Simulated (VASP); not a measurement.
Here is the system:

```xyz
4
Lattice="2.8440 0.0000 0.0000 -0.9480 2.6813 0.0000 0.0000 0.0000 24.2156" Properties=species:S:1:pos:R:3 pbc="T T T"
Ta     1.8960     0.6703     8.6246
Ta     0.0000     2.0110    10.9467
Ta     1.8960     0.6703    13.2689
Ta     0.0000     2.0110    15.5910
```

Computed with PBEsol GGA, VASP's PBE PAW potentials (set 64) (plane waves; VASP). Numerical set-up: PREC = Normal, EDIFF = 1E-5, 400 eV cut-off, 10×10×1 Γ-centred mesh, first-order Methfessel-Paxton smearing of 0.10 eV, potentials Ta_pv.

Q: The ions are relaxed. What does this cell relax into?

A: 
```xyz
4
Lattice="2.8440 0.0000 0.0000 -0.9480 2.6813 0.0000 0.0000 0.0000 24.2156" Properties=species:S:1:pos:R:3 pbc="T T T"
Ta     1.8960     0.6703     8.7351
Ta     0.0000     2.0110    10.9436
Ta     1.8960     0.6703    13.2720
Ta     0.0000     2.0110    15.4804
```

Q: How much energy does the relaxation gain?

A: The energy (σ→0) changes by -20.0 meV/atom, in 12 ionic steps.

| step | E(σ→0) (eV) | max force (eV/Å) | pressure (GPa) | volume (Å³) |
|---|---|---|---|---|
| 1 | -47.6736 | 0.598 | -3.35 | 184.66 |
| 2 | -47.7243 | 0.400 | -2.83 | 184.66 |
| 3 | -47.7331 | 0.215 | -2.50 | 184.66 |
| 4 | -47.7333 | 0.206 | -2.45 | 184.66 |
| 5 | -47.7404 | 0.172 | -2.21 | 184.66 |
| 6 | -47.7512 | 0.091 | -1.65 | 184.66 |
| 7 | -47.7439 | 0.175 | -0.43 | 184.66 |
| 8 | -47.7534 | 0.043 | -1.34 | 184.66 |
| 9 | -47.7535 | 0.033 | -1.28 | 184.66 |
| 10 | -47.7534 | 0.038 | -1.31 | 184.66 |
| 11 | -47.7535 | 0.040 | -1.36 | 184.66 |
| 12 | -47.7536 | 0.005 | -1.34 | 184.66 |

The cell is a thin slab with vacuum, built from Ta (bcc): (110) face.
